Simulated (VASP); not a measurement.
Here is the system:

```yaml
crystal:
  lattice:
    - [2.76816, 0.00000, 0.00000]
    - [0.00000, 2.76816, 0.00000]
    - [0.00000, 0.00000, 2.76816]
  atoms:
    - { symbol: Mn, position: [0.00000, 0.00000, 0.00000], spin: 4.4 }
    - { symbol: O, position: [0.50000, 0.50000, 0.50000], spin: 0.2 }
```

Method: PBE GGA, VASP's PBE PAW potentials (set 64) (plane waves; VASP). Run with 520 eV cut-off, 15×15×15 Γ-centred mesh, tetrahedra with Blöchl corrections, potentials Mn_pv O.

The moments were started parallel, and other spin orders were not tried in this run.

Task: Predict the cell moment, energy per atom (σ→0), band gap (on the k-mesh) with the smallest direct gap where there is one.

Result: 
The band gap (on the k-mesh) is none (metal, semimetal or under 0.01 eV). The cell moment is 4.96 μB. The energy per atom (σ→0) comes out as -7.664 eV/atom.

Task: Give the moment on each site (PAW-sphere projection).

Result: 
```
site  moment (μB)
----  -----------
Mn1          4.45
O2           0.25
```

Only differences to runs with the same potentials and settings are physical.

The structure was generated: MnO was put into the CsCl type type (Pm-3m), which need not be its known phase. It was relaxed first, which changed the volume by +12 %.
